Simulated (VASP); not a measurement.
Data:

```
CELL_PARAMETERS angstrom
      3.50601     0.00000     0.00000
      0.00000     3.50601     0.00000
      0.00000     0.00000     3.50601
ATOMIC_POSITIONS crystal
  Si 0.00000 0.00000 0.00000
  Ni 0.00000 0.50000 0.50000
  Ni 0.50000 0.00000 0.50000
  Ni 0.50000 0.50000 0.00000
```

The numbers are results of PBE GGA, VASP's PBE PAW potentials (set 64) (plane waves; VASP), not measurements. Numerical set-up: 520 eV cut-off, Gaussian smearing of 0.050 eV, potentials Si Ni.

Q: Give the energies of bands 7 to 20 at the high-symmetry points, in eV from the Fermi level.

A: 
```json
[
 {"band": "7", "Γ": "-3.51", "X": "-2.86", "M": "-2.68", "R": "-3.70"},
 {"band": "8", "Γ": "-1.52", "X": "-2.15", "M": "-2.68", "R": "-2.18"},
 {"band": "9", "Γ": "-1.52", "X": "-2.15", "M": "-2.07", "R": "-2.18"},
 {"band": "10", "Γ": "-1.52", "X": "-2.03", "M": "-2.07", "R": "-2.18"},
 {"band": "11", "Γ": "-0.86", "X": "-1.92", "M": "-1.51", "R": "-1.42"},
 {"band": "12", "Γ": "-0.86", "X": "-1.29", "M": "-1.41", "R": "-1.42"},
 {"band": "13", "Γ": "-0.86", "X": "-1.29", "M": "-1.41", "R": "-1.42"},
 {"band": "14", "Γ": "-0.60", "X": "-1.26", "M": "-1.40", "R": "-1.22"},
 {"band": "15", "Γ": "-0.60", "X": "-1.12", "M": "-1.09", "R": "-1.22"},
 {"band": "16", "Γ": "-0.28", "X": "-0.53", "M": "-0.99", "R": "-0.37"},
 {"band": "17", "Γ": "0.06", "X": "0.06", "M": "-0.92", "R": "-0.18"},
 {"band": "18", "Γ": "0.06", "X": "3.62", "M": "0.67", "R": "-0.18"},
 {"band": "19", "Γ": "0.06", "X": "3.62", "M": "0.67", "R": "-0.18"},
 {"band": "20", "Γ": "4.85", "X": "5.22", "M": "5.61", "R": "1.22"}
]
```

It has no gap at this level: it comes out as a metal or semimetal.

The compound is Ni3Si in the L1_2 structure. It was relaxed first. The run is not spin-polarised, so no magnetic state was tried.
